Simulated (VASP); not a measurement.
Given:

```xyz
1
Lattice="0.0000 2.6454 2.6454 2.6454 0.0000 2.6454 2.6454 2.6454 0.0000" Properties=species:S:1:pos:R:3 pbc="T T T"
Yb     0.0000     0.0000     0.0000
```

Calculation: PW91 GGA, VASP's PBE PAW potentials (set 64) (plane waves; VASP 6.6.1). Settings: 520 eV cut-off, 8×8×8 Γ-centred mesh, Gaussian smearing of 0.050 eV, potentials Yb_2.

The 4f electrons are frozen in the core of the lanthanide potential, so 4f levels, which can set the real gap, and their magnetism are missing.

Q: Give the stress tensor in GPa (positive for a compressed cell).

A: 
```
1.08  0.00  0.00
0.00  1.08  0.00
0.00  0.00  1.08
```
The pressure is its mean diagonal, 1.08 GPa.

The compound is Yb in the fcc structure. This cell is one point of a volume scan, at 0.94 of the reference volume.
